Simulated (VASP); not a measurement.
Here is the system:

```
Pb
1.0
    6.03577     0.00000     0.00000
    4.02385     4.49880     0.00000
    0.00000     0.00000    25.95366
Pb
10
Cartesian
  1.43629   0.64233   8.29054
  4.54683   2.03340   9.08305
  7.53931   3.37168  10.16737
  0.50207   0.22453  11.30436
  3.56321   1.59351  12.36071
  6.49642   2.90529  13.59295
  9.55755   4.27427  14.64930
  2.52031   1.12712  15.78629
  5.51280   2.46540  16.87062
  8.62333   3.85647  17.66312
```

Method: PBEsol GGA, VASP's PBE PAW potentials (set 64) (plane waves; VASP). Numerical set-up: PREC = Normal, 400 eV cut-off, 6×6×1 Γ-centred mesh, first-order Methfessel-Paxton smearing of 0.10 eV, potentials Pb_d.

Unless said otherwise, spin-orbit coupling is left out, though it shifts the bands of the heavy elements here.

**Question.** Predict the energy per atom (σ→0), band gap (on the k-mesh) with the smallest direct gap where there is one.

**Answer.** 
| Quantity | Value |
|---|---|
| band gap (on the k-mesh) | none (metal, semimetal or under 0.01 eV) |
| energy per atom (σ→0) | -370.2 kJ/mol-atom |

Total energies compare only between runs with the same potentials, cut-off and functional.

The cell is a thin slab with vacuum, built from Pb (fcc): (210) face.
